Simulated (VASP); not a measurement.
These are r2SCAN meta-GGA, VASP's PBE PAW potentials (set 64) (plane waves; VASP 6.6.1) values and carry that method's errors.

VASP input:

File KPOINTS:
```
Automatic mesh
0
Gamma
10 10 10
0 0 0
```

### INCAR
```
SYSTEM = Gd
PREC = Accurate; ENCUT = 400; LREAL = .FALSE.
LASPH = .TRUE.
EDIFF = 1E-6; NELM = 100; ALGO = Normal
LMAXMIX = 6; LMIXTAU = .TRUE.
ISMEAR = 1; SIGMA = 0.1
METAGGA = R2SCAN
IBRION = 2; NSW = 60; ISIF = 3
EDIFFG = -0.01
LWAVE = .FALSE.; LCHARG = .FALSE.
```

POSCAR:
```
Gd
1.0
  3.3365000000   0.0000000000   0.0000000000
  0.0000000000   3.3365000000   0.0000000000
  0.0000000000   0.0000000000   3.3365000000
Gd
1
Cart
  0.0000000000   0.0000000000   0.0000000000
```

POTCAR, in this order: Gd_3 (PBE.64 set). Program: vasp_std.

The 4f electrons are frozen in the core of the lanthanide potential, so 4f levels, which can set the real gap, and their magnetism are missing. Energy and stress use the plane-wave basis of the starting cell.

Predict the energy per atom (σ→0), volume per atom, band gap (on the k-mesh).

```
Property                                                     Value
------------------------  ----------------------------------------
energy per atom (σ→0)                              -29.818 eV/atom
band gap (on the k-mesh)  none (metal, semimetal or under 0.01 eV)
volume per atom                                     33.24 Å^3/atom
```

File OSZICAR:
```
...
DAV:   3    -0.298161814440E+02    0.13958E-01   -0.66016E-02  1056   0.205E+00    0.289E-01
DAV:   4    -0.298182885899E+02   -0.21071E-02   -0.16022E-03  1024   0.405E-01    0.219E-01
DAV:   5    -0.298181725738E+02    0.11602E-03   -0.68972E-04  1152   0.257E-01    0.682E-02
DAV:   6    -0.298184362851E+02   -0.26371E-03   -0.88173E-04   896   0.330E-01    0.425E-02
DAV:   7    -0.298184256852E+02    0.10600E-04   -0.62134E-04   896   0.325E-01    0.175E-02
DAV:   8    -0.298185731070E+02   -0.14742E-03   -0.23448E-04   896   0.205E-01    0.192E-03
DAV:   9    -0.298185733828E+02   -0.27584E-06   -0.23647E-06  1224   0.158E-02
   3 F= -.29818573E+02 E0= -.29817647E+02  d E =-.262354E-01
```

The structure was generated: Gd was put into the simple-cubic type (Pm-3m), which need not be its known phase. This run relaxes it. Symmetry was kept, so distortions that lower it aren't found.
